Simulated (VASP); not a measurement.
Runs of VASP 6.6.1 on K3Be5. All rows change the cell; the cell of one of them follows. Symmetry: Im-3m, No. 229, cubic system. Conventional cell: a = 6.544 Å, b = 6.544 Å, c = 6.544 Å, α = 90.00°, β = 90.00°, γ = 90.00°. K (site symmetry 4/mmm) has 8 Be at 2.83 Å as nearest neighbours. Be (site symmetry m-3m) has 8 Be at 2.83 Å as nearest neighbours. Be (site symmetry -3m) is surrounded by 6 K at 2.83 Å and 2 Be at 2.83 Å. The cell was built by a generator and needn't be a form met in nature.

```tsv
task	cell	k mesh	cutoff (eV)	gap on the mesh (eV)	pressure (GPa)	relaxed volume (Å³/atom)
relaxation of cell and atoms	relaxed from: species swapped into the Fe5Co3 type (Im-3m, No. 229)	4 × 4 × 4	600	none	0.1	23.99
single point	species swapped into the Fe5Co3 type (Im-3m, No. 229)	4 × 4 × 4	520	none	9.8	-
relaxation of cell and atoms	relaxed from: species swapped into the Fe5Co3 type (Im-3m, No. 229)	8 × 8 × 8	600	none	0.0	(a)
single point	species swapped into the Fe5Co3 type (Im-3m, No. 229)	8 × 8 × 8	520	none	0.0	-
```

Alike in all rows: level PBE; potentials or basis VASP PAW PBE potentials, release 64 (K_sv, Be); no spin polarisation; smearing gaussian 0.1 eV.

Task: Estimate the missing entries.

Result: (a) 24.41.

Caveats: the volume moved by over 15 % at a fixed basis, so the end points are rough (some runs).

A gap of «none» marks a metal or a gap under the smearing width.
